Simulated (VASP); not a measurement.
Data:

```yaml
crystal:
  lattice:
    - [1.56244, -2.70623, 0.00000]
    - [1.56244, 2.70623, 0.00000]
    - [0.00000, 0.00000, 3.47391]
  atoms:
    - { symbol: Hf, position: [0.00000, 0.00000, 0.00000] }
    - { symbol: B, position: [0.33333, 0.66667, 0.50000] }
    - { symbol: B, position: [0.66667, 0.33333, 0.50000] }
```

Level of theory: PBE GGA with D3 dispersion (zero damping), VASP's PBE PAW potentials (set 64) (plane waves; VASP). Run with 520 eV cut-off, Gaussian smearing of 0.050 eV, potentials Hf_pv B.

Give the energies of bands 5 to 11 at the high-symmetry points, in eV from the Fermi level.

```
band      Γ      M      K      A      L      H
----  -----  -----  -----  -----  -----  -----
5     -3.25  -9.27  -8.51  -8.62  -7.75  -9.39
6     -3.11  -4.40  -8.01  -1.40  -5.20  -5.74
7     -3.11  -3.65  -2.85  -1.40  -4.95  -3.36
8     -3.01  -3.10  -2.85   0.14  -2.85  -3.36
9      3.88   1.91   1.53   0.14   3.87   4.29
10     3.88   2.55   1.53   0.81   3.97   5.30
11     4.49   5.45   3.31   0.81   6.16   6.83
```

It has no gap at this level: it comes out as a metal or semimetal.

The compound is HfB2 in the AlB2 type structure. It was relaxed first.
